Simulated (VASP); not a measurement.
Level of theory: LDA (Ceperley-Alder, Perdew-Zunger), VASP's LDA PAW potentials (set 64) (plane waves; VASP).

VASP input:

KPOINTS:
```
k-points along high-symmetry lines
15
Line-mode
Reciprocal
  0.000000   0.000000   0.000000 ! GAMMA
  0.500000   0.000000   0.500000 ! X

  0.500000   0.000000   0.500000 ! X
  0.625000   0.250000   0.625000 ! U

  0.375000   0.375000   0.750000 ! K
  0.000000   0.000000   0.000000 ! GAMMA

  0.000000   0.000000   0.000000 ! GAMMA
  0.500000   0.500000   0.500000 ! L

  0.500000   0.500000   0.500000 ! L
  0.500000   0.250000   0.750000 ! W

  0.500000   0.250000   0.750000 ! W
  0.500000   0.000000   0.500000 ! X
```

File POSCAR:
```
KF
1
    0.0000000000     2.5858472595     2.5858472595
    2.5858472595     0.0000000000     2.5858472595
    2.5858472595     2.5858472595     0.0000000000
K F
1 1
Direct
  0.0000000000   0.0000000000   0.0000000000
  0.5000000000   0.5000000000   0.5000000000
```

INCAR:
```
! general
SYSTEM = KF
PREC   = Accurate
ENCUT  = 520
LREAL  = F
LASPH  = T
ICHARG = 11

! electronic loop
EDIFF  = 1E-7
NELM   = 100
ALGO   = Normal

! smearing
ISMEAR = 0
SIGMA  = 0.05

! output
LWAVE  = F
LCHARG = F
LORBIT = 11
```

POTCAR, in this order: K_sv F (LDA.64 set). Program: vasp_std. Read from the step before: CHGCAR.

Output of the run:

OSZICAR:
```
       N       E                     dE             d eps       ncg     rms          rms(c)
DAV:   1     0.122152236183E+03    0.12215E+03   -0.84801E+03  2160   0.131E+03
DAV:   2    -0.254943303636E+01   -0.12470E+03   -0.11219E+03  2600   0.349E+02
DAV:   3    -0.833535755064E+01   -0.57859E+01   -0.57388E+01  2760   0.682E+01
DAV:   4    -0.853554790373E+01   -0.20019E+00   -0.20001E+00  3360   0.117E+01
DAV:   5    -0.853783069483E+01   -0.22828E-02   -0.22826E-02  2828   0.123E+00
DAV:   6    -0.853789759234E+01   -0.66898E-04   -0.66896E-04  3220   0.137E-01
DAV:   7    -0.853789809155E+01   -0.49922E-06   -0.49919E-06  2896   0.146E-02
DAV:   8    -0.853789809503E+01   -0.34806E-08   -0.34894E-08  1936   0.127E-03
   1 F= -.85378981E+01 E0= -.85378981E+01  d E =-.327427E-14
```

**OUTCAR**
```
 val. band max:       -2.9420485735   @ k =   0.0000   0.0000   0.0000

 cond. band min:       3.3747236064   @ k =   0.0000   0.0000   0.0000



 k-point     1 :       0.0000    0.0000    0.0000
  band No.  band energies     occupation
      1     -28.3349      2.00000
      2     -21.2097      2.00000
      3     -11.7148      2.00000
      4     -11.7148      2.00000
      5     -11.7148      2.00000
      6      -2.9420      2.00000
      7      -2.9420      2.00000
      8      -2.9420      2.00000
      9       3.3747      0.00000
     10       7.8223      0.00000
     11       7.8223      0.00000
     12       7.8223      0.00000

 k-point     2 :       0.0357    0.0000    0.0357
  band No.  band energies     occupation
      1     -28.3323      2.00000
      2     -21.2124      2.00000
      3     -11.7187      2.00000
      4     -11.7187      2.00000
      5     -11.7146      2.00000
      6      -2.9750      2.00000
      7      -2.9438      2.00000
      8      -2.9438      2.00000
      9       3.4295      0.00000
     10       7.7589      0.00000
     11       7.8619      0.00000
     12       7.8619      0.00000

 k-point     3 :       0.0714    0.0000    0.0714
  band No.  band energies     occupation
      1     -28.3243      2.00000
      2     -21.2201      2.00000
      3     -11.7302      2.00000
      4     -11.7302      2.00000
      5     -11.7159      2.00000
      6      -3.0654      2.00000
      7      -2.9487      2.00000
      8      -2.9487      2.00000
      9       3.5871      0.00000
     10       7.5820      0.00000
     11       7.9793      0.00000
     12       7.9793      0.00000

 k-point     4 :       0.1071    0.0000    0.1071
  band No.  band energies     occupation
      1     -28.3117      2.00000
      2     -21.2317      2.00000
      3     -11.7487      2.00000
      4     -11.7487      2.00000
      5     -11.7231      2.00000
      6      -3.1908      2.00000
      7      -2.9559      2.00000
...
```

The density is held fixed in this step, so its total energy and stress have no physical meaning.

The compound is KF in the rock salt structure. It was relaxed first, which changed the volume by -10 %.
